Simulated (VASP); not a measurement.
```cif
data_AsIn
_chemical_formula_sum 'In1 As1'
_space_group_name_H-M_alt 'P 1'
_space_group_IT_number 1
_cell_length_a 4.32294
_cell_length_b 4.32294
_cell_length_c 4.32294
_cell_angle_alpha 60.000
_cell_angle_beta 60.000
_cell_angle_gamma 60.000
loop_
_space_group_symop_operation_xyz
  'x, y, z'
loop_
_atom_site_label
_atom_site_type_symbol
_atom_site_fract_x
_atom_site_fract_y
_atom_site_fract_z
_atom_site_occupancy
In1 In 0.00000 0.00000 0.00000 1
As1 As 0.25000 0.25000 0.25000 1
```

Method: vdW-DF-cx, VASP's PBE PAW potentials (set 64) (plane waves; VASP). Settings: 520 eV cut-off, 10×10×10 Γ-centred mesh, first-order Methfessel-Paxton smearing of 0.10 eV, potentials In_d As.

Give the energy at these volumes per atom, relative to the lowest: 26.84, 27.70, 28.56, 29.41, 30.27 Å³.

19.6, 4.7, 0.0, 4.0, 15.3 meV/atom. A third-order Birch-Murnaghan fit gives B0 = 53.9 GPa and B0′ = 4.7.

Measured: bulk modulus 58.6 GPa at 0 K (computed value off by -8.1 %), as given by Daniel Mejia-Rodriguez et al., Physical Review B (2018), arXiv:1807.09216 [0 K value with the zero-point phonon effect removed]; a 6.047 Å at 0 K (computed value off by +1.1 %), as given by Daniel Mejia-Rodriguez et al., Physical Review B (2018), arXiv:1807.09216 [static lattice: zero-point anharmonic expansion removed].

The compound is InAs in the zinc blende structure. It was relaxed first.
